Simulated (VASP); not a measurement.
Energy against volume of C (diamond). These are PBE GGA with D3 dispersion (Becke-Johnson damping), VASP's PBE PAW potentials (set 64) (plane waves; VASP 6.6.1) values and carry that method's errors. Run with 520 eV cut-off, 13×13×13 Γ-centred mesh, Gaussian smearing of 0.050 eV, potentials C.

```csv
V (Å³/atom),E (eV/atom)
5.465,-9.27658
5.634,-9.28421
5.803,-9.27780
5.972,-9.25914
```

Problem. Fit these four points and predict the energy of the run at 5.296 Å³/atom.

Solution. A cubic in V^(−2/3), the third-order Birch-Murnaghan form, passes through the four points with V0 = 5.64 Å³/atom and B0 = 442 GPa, and gives -9.2528 eV/atom there. The run gave -9.2528 eV/atom, +0.0 meV/atom from the fit; all five points give B0 = 442 GPa.

The compound is C in the diamond structure. It was relaxed first.
